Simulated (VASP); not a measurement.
Computed with AM05 GGA, VASP's PBE PAW potentials (set 64) (plane waves; VASP 6.6.1).

VASP ran on this input.

### KPOINTS
```
Automatic mesh
0
Gamma
8 8 8
0 0 0
```

**POSCAR**
```
CdSe
1
    0.0000000000     3.0275091884     3.0275091884
    3.0275091884     0.0000000000     3.0275091884
    3.0275091884     3.0275091884     0.0000000000
Cd Se
1 1
Direct
  0.0000000000   0.0000000000   0.0000000000
  0.2500000000   0.2500000000   0.2500000000
```

### INCAR
```
LCHARG = F
PREC = Accurate
SIGMA = 0.05   # width (eV)
LMAXMIX = 4   # l cut-off of mixed one-centre charges
NELM = 100   # most electronic steps
LREAL = F   # projection in real space or not
SYSTEM = CdSe
LASPH = T   # aspherical one-centre terms
ALGO = Normal   # blocked Davidson
LWAVE = F
ISIF = 2   # forces and stress, cell fixed
ISMEAR = 0   # Gaussian
EDIFF = 1E-7   # SCF stop (eV)
ENCUT = 520
GGA = AM
```

POTCAR, in this order: Cd Se (PBE.64 set). Program: vasp_std.

Output

File OUTCAR:
```
 ion  position               nearest neighbor table
   1  0.000  0.000  0.000-   2 2.62   2 2.62   2 2.62   2 2.62
   2  0.250  0.250  0.250-   1 2.62   1 2.62   1 2.62   1 2.62
  LATTYP: Found a face centered cubic cell.
 ALAT       =     6.0550183768
 Subroutine PRICEL returns:
 Original cell was already a primitive cell.
 Subroutine GETGRP returns: Found 24 space group operations
The static configuration has the point symmetry T_d .
The dynamic configuration has the point symmetry T_d .
 Subroutine INISYM returns: Found 24 space group operations
 Subroutine IBZKPT returns following result:
 Found     29 irreducible k-points:

 Following reciprocal coordinates:
            Coordinates               Weight
  0.000000  0.000000  0.000000      1.000000
  0.125000  0.000000  0.000000      8.000000
  0.250000  0.000000  0.000000      8.000000
  0.375000  0.000000  0.000000      8.000000
  0.500000  0.000000  0.000000      4.000000
  0.125000  0.125000  0.000000      6.000000
  0.250000  0.125000  0.000000     24.000000
  0.375000  0.125000  0.000000     24.000000
  0.500000  0.125000  0.000000     24.000000
...
```

**OSZICAR**
```
       N       E                     dE             d eps       ncg     rms          rms(c)
DAV:   1     0.110110715413E+03    0.11011E+03   -0.90929E+03   762   0.125E+03
DAV:   2    -0.131559614068E+01   -0.11143E+03   -0.10667E+03   859   0.292E+02
DAV:   3    -0.604384867992E+01   -0.47283E+01   -0.47161E+01   894   0.625E+01
DAV:   4    -0.606939058233E+01   -0.25542E-01   -0.25540E-01   854   0.454E+00
DAV:   5    -0.606954407365E+01   -0.15349E-03   -0.15349E-03   859   0.318E-01    0.652E+00
DAV:   6    -0.571222235400E+01    0.35732E+00   -0.69598E-01  1020   0.117E+01    0.507E+00
DAV:   7    -0.568989591018E+01    0.22326E-01   -0.16463E-01   814   0.315E+00    0.222E+00
DAV:   8    -0.569019322038E+01   -0.29731E-03   -0.16739E-02   794   0.193E+00    0.241E-01
DAV:   9    -0.569032305536E+01   -0.12983E-03   -0.23115E-03   839   0.748E-01    0.565E-02
DAV:  10    -0.569041298602E+01   -0.89931E-04   -0.27101E-04   799   0.242E-01    0.433E-02
DAV:  11    -0.569047947275E+01   -0.66487E-04   -0.12515E-04   759   0.834E-02    0.155E-02
DAV:  12    -0.569047884832E+01    0.62443E-06   -0.64203E-06   914   0.392E-02    0.597E-03
DAV:  13    -0.569048021536E+01   -0.13670E-05   -0.37967E-06   754   0.156E-02    0.290E-03
DAV:  14    -0.569048023241E+01   -0.17044E-07   -0.67693E-08   650   0.199E-03
   1 F= -.56904802E+01 E0= -.56904802E+01  d E =-.716930E-13
```

OUTCAR:
```
------------------------ aborting loop because EDIFF is reached ----------------------------------------
  FORCE on cell =-STRESS in cart. coord.  units (eV):
  Direction    XX          YY          ZZ          XY          YZ          ZX
  --------------------------------------------------------------------------------------
  Total        0.5562470      0.5562470      0.5562470     -0.0000000      0.0000000      0.0000000
  in kB       16.0580142     16.0580142     16.0580142     -0.0000000      0.0000000      0.0000000
  external PRESSURE =      16.0580142 kB  Pullay stress =       0.0000000 kB
  volume of cell :       55.50
      direct lattice vectors                 reciprocal lattice vectors
     0.000000000  3.027509188  3.027509188    -0.165152265  0.165152265  0.165152265
     3.027509188  0.000000000  3.027509188     0.165152265 -0.165152265  0.165152265
     3.027509188  3.027509188  0.000000000     0.165152265  0.165152265 -0.165152265
  FREE ENERGIE OF THE ION-ELECTRON SYSTEM (eV)
  ---------------------------------------------------
  free  energy   TOTEN  =        -5.6904802324 eV

  energy  without entropy=       -5.6904802324  energy(sigma->0) =       -5.69048023
```
(Selected blocks of OUTCAR.)

The compound is CdSe in the zinc blende structure, whereas wurtzite is the usual form. This cell is one point of a volume scan, at 0.97 of the reference volume.
